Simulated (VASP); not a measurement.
Level of theory: optB86b-vdW, VASP's PBE PAW potentials (set 64) (plane waves; VASP 6.6.1).

A VASP calculation is set up with these files.

**POSCAR**
```
MgI2
1
    2.0648266241    -3.5763842023     0.0000000000
    2.0648266241     3.5763842023    -0.0000000000
   -0.0000000000    -0.0000000000     6.8937153843
Mg I
1 2
Direct
  1.0000000000   0.0000000000   0.0000000000
  0.3333330000   0.6666670000   0.2417661996
  0.6666670000   0.3333330000   0.7582338004
```

KPOINTS:
```
Automatic mesh
0
Gamma
6 6 3
0 0 0
```

**INCAR**
```
SYSTEM = MgI2
PREC = Accurate
ENCUT = 520
EDIFF = 1E-6
NELM = 100
ALGO = Normal
LREAL = .FALSE.
LASPH = .TRUE.
ISMEAR = 0
SIGMA = 0.05
GGA = MK
PARAM1 = 0.1234
PARAM2 = 1.0
LUSE_VDW = .TRUE.
AGGAC = 0.0
LMAXMIX = 4
LWAVE = .FALSE.
LCHARG = .FALSE.
IBRION = 2
ISIF = 3
NSW = 60
EDIFFG = -0.02
```

POTCAR, in this order: Mg I (PBE.64 set). Program: vasp_std.

Output

OSZICAR:
```
       N       E                     dE             d eps       ncg     rms          rms(c)
DAV:   1     0.887224627655E+02    0.88722E+02   -0.61262E+03   408   0.106E+03
DAV:   2     0.430067734193E+01   -0.84422E+02   -0.79436E+02   576   0.162E+02
DAV:   3    -0.263526280951E+01   -0.69359E+01   -0.69035E+01   524   0.517E+01
DAV:   4    -0.277786742351E+01   -0.14260E+00   -0.14256E+00   572   0.914E+00
DAV:   5    -0.278073241011E+01   -0.28650E-02   -0.28649E-02   516   0.125E+00    0.389E+00
DAV:   6    -0.266046528396E+01    0.12027E+00   -0.16630E-01   476   0.226E+00    0.269E+00
DAV:   7    -0.264622263053E+01    0.14243E-01   -0.14758E-01   464   0.221E+00    0.731E-01
DAV:   8    -0.264532633499E+01    0.89630E-03   -0.85111E-03   468   0.577E-01    0.245E-01
DAV:   9    -0.264558781545E+01   -0.26148E-03   -0.11412E-03   492   0.262E-01    0.920E-02
DAV:  10    -0.264557778525E+01    0.10030E-04   -0.24151E-05   520   0.441E-02    0.510E-02
DAV:  11    -0.264558257568E+01   -0.47904E-05   -0.18472E-05   472   0.333E-02    0.252E-02
DAV:  12    -0.264558316261E+01   -0.58693E-06   -0.14260E-06   348   0.842E-03
   1 F= -.26455832E+01 E0= -.26455832E+01  d E =-.264558E+01
       N       E                     dE             d eps       ncg     rms          rms(c)
DAV:   1    -0.266452638601E+01   -0.18944E-01   -0.30787E-01   460   0.297E+00    0.615E-01
DAV:   2    -0.265172697778E+01    0.12799E-01   -0.21963E-02   416   0.914E-01    0.290E-01
DAV:   3    -0.264865625792E+01    0.30707E-02   -0.10055E-02   440   0.498E-01    0.179E-01
DAV:   4    -0.264860619588E+01    0.50062E-04   -0.17630E-04   544   0.103E-01    0.174E-01
DAV:   5    -0.264853768841E+01    0.68507E-04   -0.15706E-04   464   0.725E-02    0.207E-02
DAV:   6    -0.264853668525E+01    0.10032E-05   -0.89797E-06   452   0.208E-02    0.604E-03
DAV:   7    -0.264853597354E+01    0.71170E-06   -0.13117E-06   320   0.842E-03
   2 F= -.26485360E+01 E0= -.26485360E+01  d E =-.295281E-02
       N       E                     dE             d eps       ncg     rms          rms(c)
DAV:   1    -0.264861685453E+01   -0.80169E-04   -0.12824E-03   464   0.192E-01    0.403E-02
DAV:   2    -0.264856412403E+01    0.52730E-04   -0.89342E-05   416   0.586E-02    0.192E-02
DAV:   3    -0.264855231395E+01    0.11810E-04   -0.41964E-05   456   0.321E-02    0.113E-02
DAV:   4    -0.264855221267E+01    0.10127E-06   -0.62020E-07   292   0.679E-03
   3 F= -.26485522E+01 E0= -.26485522E+01  d E =-.296905E-02
       N       E                     dE             d eps       ncg     rms          rms(c)
DAV:   1    -0.264855653485E+01   -0.42209E-05   -0.10120E-04   448   0.546E-02    0.120E-02
DAV:   2    -0.264855217128E+01    0.43636E-05   -0.71738E-06   420   0.167E-02    0.545E-03
DAV:   3    -0.264855132853E+01    0.84275E-06   -0.33807E-06   416   0.911E-03
   4 F= -.26485513E+01 E0= -.26485513E+01  d E =-.296817E-02
       N       E                     dE             d eps       ncg     rms          rms(c)
DAV:   1    -0.264876427641E+01   -0.21211E-03   -0.66082E-03   408   0.448E-01    0.453E-02
DAV:   2    -0.264871662130E+01    0.47655E-04   -0.20179E-04   480   0.102E-01    0.218E-02
DAV:   3    -0.264868957582E+01    0.27045E-04   -0.36437E-05   496   0.360E-02    0.111E-02
DAV:   4    -0.264868589566E+01    0.36802E-05   -0.98418E-06   496   0.190E-02    0.800E-03
DAV:   5    -0.264868579496E+01    0.10070E-06   -0.97301E-07   244   0.689E-03
   5 F= -.26486858E+01 E0= -.26486858E+01  d E =-.134466E-03
       N       E                     dE             d eps       ncg     rms          rms(c)
DAV:   1    -0.264965587752E+01   -0.96998E-03   -0.59580E-02   408   0.134E+00    0.139E-01
DAV:   2    -0.264923389749E+01    0.42198E-03   -0.18201E-03   484   0.305E-01    0.660E-02
DAV:   3    -0.264899078831E+01    0.24311E-03   -0.33105E-04   492   0.109E-01    0.314E-02
DAV:   4    -0.264895873555E+01    0.32053E-04   -0.84411E-05   504   0.558E-02    0.228E-02
DAV:   5    -0.264895880131E+01   -0.65760E-07   -0.97453E-06   476   0.202E-02
   6 F= -.26489588E+01 E0= -.26489588E+01  d E =-.407473E-03
       N       E                     dE             d eps       ncg     rms          rms(c)
DAV:   1    -0.265177486409E+01   -0.28161E-02   -0.23915E-01   408   0.269E+00    0.279E-01
DAV:   2    -0.265008092634E+01    0.16939E-02   -0.73493E-03   488   0.612E-01    0.132E-01
DAV:   3    -0.264910905567E+01    0.97187E-03   -0.13342E-03   488   0.219E-01    0.635E-02
DAV:   4    -0.264898374754E+01    0.12531E-03   -0.33243E-04   504   0.111E-01    0.459E-02
DAV:   5    -0.264898486866E+01   -0.11211E-05   -0.38721E-05   468   0.402E-02    0.147E-02
DAV:   6    -0.264898354706E+01    0.13216E-05   -0.59120E-06   456   0.147E-02    0.589E-03
DAV:   7    -0.264898363977E+01   -0.92705E-07   -0.42084E-07   256   0.547E-03
   7 F= -.26489836E+01 E0= -.26489836E+01  d E =-.432311E-03
       N       E                     dE             d eps       ncg     rms          rms(c)
DAV:   1    -0.264955932860E+01   -0.57578E-03   -0.42673E-02   408   0.114E+00    0.117E-01
DAV:   2    -0.264926091073E+01    0.29842E-03   -0.12964E-03   488   0.258E-01    0.566E-02
DAV:   3    -0.264908551333E+01    0.17540E-03   -0.23631E-04   488   0.917E-02    0.264E-02
DAV:   4    -0.264906170047E+01    0.23813E-04   -0.59145E-05   492   0.468E-02    0.196E-02
DAV:   5    -0.264906228026E+01   -0.57979E-06   -0.70157E-06   480   0.170E-02
   8 F= -.26490623E+01 E0= -.26490623E+01  d E =-.510952E-03
       N       E                     dE             d eps       ncg     rms          rms(c)
DAV:   1    -0.264913587102E+01   -0.74171E-04   -0.18311E-02   408   0.795E-01    0.586E-02
DAV:   2    -0.264918915911E+01   -0.53288E-04   -0.73069E-04   468   0.187E-01    0.202E-02
DAV:   3    -0.264918504336E+01    0.41157E-05   -0.98258E-06   480   0.272E-02    0.152E-02
DAV:   4    -0.264918275236E+01    0.22910E-05   -0.60549E-06   460   0.150E-02    0.750E-03
DAV:   5    -0.264918257984E+01    0.17252E-06   -0.44406E-07   208   0.512E-03
   9 F= -.26491826E+01 E0= -.26491826E+01  d E =-.120300E-03
```

**OUTCAR**
```
------------------------ aborting loop because EDIFF is reached ----------------------------------------
  FORCE on cell =-STRESS in cart. coord.  units (eV):
  Direction    XX          YY          ZZ          XY          YZ          ZX
  --------------------------------------------------------------------------------------
  Total       -0.0439823     -0.0439822      0.0052521      0.0000000      0.0000000     -0.0000000
  in kB       -0.6858181     -0.6858179      0.0818971      0.0000000      0.0000000     -0.0000000
  external PRESSURE =      -0.4299130 kB  Pullay stress =       0.0000000 kB
  volume of cell :      102.75
      direct lattice vectors                 reciprocal lattice vectors
     2.079992857 -3.602652879  0.000000000     0.240385441 -0.138786616  0.000000000
     2.079992857  3.602652879 -0.000000000     0.240385441  0.138786616  0.000000000
    -0.000000000  0.000000000  6.855907142     0.000000000  0.000000000  0.145859618
 POSITION                                       TOTAL-FORCE (eV/Angst)
 -----------------------------------------------------------------------------------
      4.15999      0.00000     -0.00000        -0.000000      0.000000     -0.000000
      2.07999      1.20089      1.67392        -0.000000     -0.000000      0.011883
      2.07999     -1.20089      5.18199         0.000000      0.000000     -0.011883
 -----------------------------------------------------------------------------------
    total drift:                               -0.000000     -0.000000      0.000000
  FREE ENERGIE OF THE ION-ELECTRON SYSTEM (eV)
  ---------------------------------------------------
  free  energy   TOTEN  =        -2.6491825798 eV

  energy  without entropy=       -2.6491825798  energy(sigma->0) =       -2.64918258

 reached required accuracy - stopping structural energy minimisation
```
(Selected blocks of OUTCAR.)

File CONTCAR:
```
MgI2
   1.00000000000000
     2.0799928570060344   -3.6026528789884789    0.0000000000000000
     2.0799928570060344    3.6026528789884789   -0.0000000000000000
    -0.0000000000000000    0.0000000000000000    6.8559071422754778
  Mg              I
     1     2
Direct
     1.0000000000000000    1.0000000000000000    0.0000000000000000
     0.3333330000000032    0.6666669999999968    0.2441566904603573
     0.6666669999999968    0.3333330000000032    0.7558433095396427
```

The compound is MgI2 in the 1T layered structure. This run relaxes it. Symmetry was kept, so distortions that lower it aren't found. The start is the result of an earlier pass.
